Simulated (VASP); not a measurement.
Cost and result of VASP (PAW) for the band gap of SnSe₂ (1T layered). Gaps are without spin-orbit coupling. Each level names its cell: its own relaxed one, PBE's, or the starting one. A gap is the smallest over the k-mesh and a band path; hybrids may have named points in place of the path, and GW has the mesh alone. The cost counts the self-consistent run with its band path or extra points (for GW, with the PBE run and the diagonalisation ahead of it), each on the mesh and cut-off of its row, so the ratios hold those differences too. With PBEsol it took about 60 core-seconds. Times come from single runs on busy shared machines, so they are rough: good to a factor of about 2.

Unless said otherwise, spin-orbit coupling is left out, though it shifts the bands of the heavy elements here. Without a dispersion term in the relaxation, distances and binding between the weakly bound layers, chains or molecules are unreliable, and so is what depends on them.

```
level                   k-mesh  cut-off (eV)  band gap (eV)      cost over PBEsol
----------------------  ------  ------------  -------------  --------------------
LDA (own cell)           8×8×4           520     (withheld)  within a factor of 2
PBEsol (own cell)        8×8×4           520           0.60             reference
PW91 (own cell)          7×7×4           520           0.68  within a factor of 2
revPBE (own cell)        7×7×3           520           0.83  within a factor of 2
optB86b-vdW (own cell)   7×7×4           520           0.48  within a factor of 2
TPSS (own cell)          8×8×4           520           0.80         about 5 times
PBE0 (PBE cell)          6×6×4           520     (withheld)            (withheld)
```

Task: Some entries are withheld; supply them.

Result: 
- LDA (own cell), band gap (eV): 0.29
- PBE0 (PBE cell), band gap (eV): 2.01
- PBE0 (PBE cell), cost over PBEsol: about 50 times

Left out are levels that failed, ran on another kind of processor or have no fit band path; at most nine are shown.

The compound is SnSe2 in the 1T layered structure.
